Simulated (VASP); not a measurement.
Calculation: HSE06 screened hybrid, VASP's PBE PAW potentials (set 64) (plane waves; VASP).

The input files of a VASP run:

### KPOINTS
```
Automatic mesh
0
Gamma
3 3 3
0 0 0
```

### INCAR
```
LHFCALC=T
EDIFF=1E-6   # SCF stop (eV)
ISYM=3
PRECFOCK=Fast
LMAXMIX=4
AEXX=0.25
LCHARG=F
PREC=Accurate
LWAVE=F
LREAL=F   # projection in real space or not
ALGO=Normal   # blocked Davidson
SIGMA=0.02   # width (eV)
GGA=PE   # PBE
SYSTEM=CsSnI3
LASPH=T   # aspherical one-centre terms
ISMEAR=-1   # Fermi-Dirac
ISIF=2
ENCUT=345
NELM=100
HFSCREEN=0.2   # 1/Angstrom
```

POSCAR:
```
CsSnI3
1
    6.1762210000     0.0000000000     0.0000000000
    0.0000000000     6.1762210000     0.0000000000
    0.0000000000     0.0000000000     6.1762210000
Cs Sn I
1 1 3
Direct
  0.5000000000   0.5000000000   0.5000000000
  0.0000000000   0.0000000000   0.0000000000
  0.5000000000   0.0000000000   0.0000000000
  0.0000000000   0.5000000000   0.0000000000
  0.0000000000   0.0000000000   0.5000000000
```

POTCAR, in this order: Cs_sv Sn_d I (PBE.64 set). Program: vasp_std.

Task: Estimate the energy per atom (σ→0).

Result: 
```
Quantity                       Result
---------------------  --------------
energy per atom (σ→0)  -3.383 eV/atom
```

### OSZICAR
```
...
DAV:  14    -0.169154593899E+02   -0.23046E-04   -0.50084E-05   256   0.331E-02    0.729E-02
DAV:  15    -0.169154726814E+02   -0.13291E-04   -0.25719E-05   252   0.234E-02    0.408E-02
DAV:  16    -0.169154800742E+02   -0.73929E-05   -0.13294E-05   224   0.166E-02    0.232E-02
DAV:  17    -0.169154839453E+02   -0.38710E-05   -0.70035E-06   212   0.117E-02    0.137E-02
DAV:  18    -0.169154859550E+02   -0.20097E-05   -0.36744E-06   196   0.876E-03    0.853E-03
DAV:  19    -0.169154869866E+02   -0.10316E-05   -0.18243E-06   172   0.624E-03    0.564E-03
DAV:  20    -0.169154875146E+02   -0.52797E-06   -0.10935E-06   154   0.469E-03
   1 F= -.16915488E+02 E0= -.16915488E+02  d E =-.100794E-10
```

The structure comes from a computed database's CsSnI3 entry; how it stands against other phases isn't given here. The cell was not relaxed at this level. The run is one of a series of settings (ENCUT = 345 against the base run), some of them coarse on purpose.
